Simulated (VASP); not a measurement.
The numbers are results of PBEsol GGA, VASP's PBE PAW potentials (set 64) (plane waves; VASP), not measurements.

VASP ran on this input.

KPOINTS:
```
Regular mesh
0
G
 9 9 9
0 0 0
```

### POSCAR
```
GaP
1.0
  0.0000000000   2.7185917594   2.7185917594
  2.7185917594   0.0000000000   2.7185917594
  2.7185917594   2.7185917594   0.0000000000
Ga P
1 1
direct
  0.0000000000   0.0000000000   0.0000000000
  0.2500000000   0.2500000000   0.2500000000
```

**INCAR**
```
# general
SYSTEM =GaP
PREC   =Accurate
ENCUT  =520
LREAL  =F
LASPH  =T

# electronic loop
EDIFF  =1E-7
NELM   =100
ALGO   =Normal
LMAXMIX=4

# smearing
ISMEAR =-5

# functional
GGA    =PS

# ions
ISIF   =2

# output
LWAVE  =F
LCHARG =T
LORBIT =11
NEDOS  =601
```

POTCAR, in this order: Ga_d P (PBE.64 set). Program: vasp_std.

Output of the run:

**OSZICAR**
```
       N       E                     dE             d eps       ncg     rms          rms(c)
DAV:   1     0.786132971539E+02    0.78613E+02   -0.93323E+03   926   0.198E+03
DAV:   2    -0.404899301146E+01   -0.82662E+02   -0.80186E+02   990   0.326E+02
DAV:   3    -0.100938059354E+02   -0.60448E+01   -0.60154E+01  1140   0.754E+01
DAV:   4    -0.102067974170E+02   -0.11299E+00   -0.11294E+00  1098   0.112E+01
DAV:   5    -0.102098468541E+02   -0.30494E-02   -0.30492E-02  1185   0.151E+00    0.416E+00
DAV:   6    -0.996503438882E+01    0.24481E+00   -0.43716E-01  1442   0.141E+01    0.264E+00
DAV:   7    -0.992547446537E+01    0.39560E-01   -0.98867E-02  1247   0.272E+00    0.993E-01
DAV:   8    -0.992247141651E+01    0.30030E-02   -0.13089E-02  1070   0.165E+00    0.157E-01
DAV:   9    -0.992261453191E+01   -0.14312E-03   -0.11241E-03  1324   0.586E-01    0.656E-02
DAV:  10    -0.992263522495E+01   -0.20693E-04   -0.66982E-05  1058   0.829E-02    0.271E-02
DAV:  11    -0.992266158281E+01   -0.26358E-04   -0.28537E-05  1025   0.647E-02    0.402E-03
DAV:  12    -0.992266151118E+01    0.71633E-07   -0.16500E-06  1195   0.190E-02    0.367E-03
DAV:  13    -0.992266163069E+01   -0.11952E-06   -0.29111E-07  1029   0.487E-03    0.112E-03
DAV:  14    -0.992266160093E+01    0.29768E-07   -0.13809E-08   565   0.167E-03
   1 F= -.99226616E+01 E0= -.99226616E+01  d E =0.000000E+00
```

File OUTCAR:
```
------------------------ aborting loop because EDIFF is reached ----------------------------------------
  FORCE on cell =-STRESS in cart. coord.  units (eV):
  Direction    XX          YY          ZZ          XY          YZ          ZX
  --------------------------------------------------------------------------------------
  Total        0.0009566      0.0009566      0.0009566      0.0000000      0.0000000     -0.0000000
  in kB        0.0381404      0.0381404      0.0381404      0.0000000      0.0000000     -0.0000000
  external PRESSURE =       0.0381404 kB  Pullay stress =       0.0000000 kB
  volume of cell :       40.18
      direct lattice vectors                 reciprocal lattice vectors
     0.000000000  2.718591759  2.718591759    -0.183918751  0.183918751  0.183918751
     2.718591759  0.000000000  2.718591759     0.183918751 -0.183918751  0.183918751
     2.718591759  2.718591759  0.000000000     0.183918751  0.183918751 -0.183918751
  FREE ENERGIE OF THE ION-ELECTRON SYSTEM (eV)
  ---------------------------------------------------
  free  energy   TOTEN  =        -9.9226616009 eV

  energy  without entropy=       -9.9226616009  energy(sigma->0) =       -9.92266160

 total charge

# of ion       s       p       d       tot
------------------------------------------
    1        0.865   0.861  10.013  11.740
    2        1.017   1.512   0.000   2.529
--------------------------------------------------
tot          1.883   2.373  10.013  14.269
```
(Selected blocks of OUTCAR.)

The compound is GaP in the zinc blende structure. It was relaxed first.
